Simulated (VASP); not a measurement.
W (bcc): the bulk modulus from VASP (plane waves, PAW) at several levels of theory. Static lattice, third-order Birch-Murnaghan fit over five volumes.

| level | bulk modulus (GPa) | error against measurement |
|---|---|---|
| LDA | 339 | +8.6 % |
| PBE | 302 | -3.3 % |
| PBEsol | 326 | +4.5 % |
| RPBE | 289 | -7.4 % |
| AM05 | 328 | +5.0 % |
| PBE-D3(BJ) | 321 | +2.7 % |
| PBE-D4 | 321 | +2.9 % |
| optB88-vdW | 306 | -2.0 % |
| rev-vdW-DF2 | 315 | +1.0 % |
| revTPSS | 324 | +3.7 % |
| SCAN | 330 | +5.7 % |
| r2SCAN | 312 | -0.3 % |
| r2SCAN+rVV10 | 316 | +1.3 % |

Measured: 312 GPa at 0 K (as given by Vázquez-Parga, Fernández-Martínez, Viñes, J. Chem. Theory Comput. (2023), doi:10.1021/acs.jctc.3c00612, Supporting …; zero-point energy and finite temperature contributions removed).

The cell of the LDA run:

```
W
1.0
   -1.57044     1.57044     1.57044
    1.57044    -1.57044     1.57044
    1.57044     1.57044    -1.57044
W
1
Direct
  0.00000   0.00000   0.00000
```

Only levels that ran to the end are used. Left out are those held back, those with too coarse a band path, GW runs whose mesh misses a band edge, hybrids' fits of cells that aren't cubic and levels without matching references; a question may draw on a part of the rest.

The compound is W in the bcc structure.
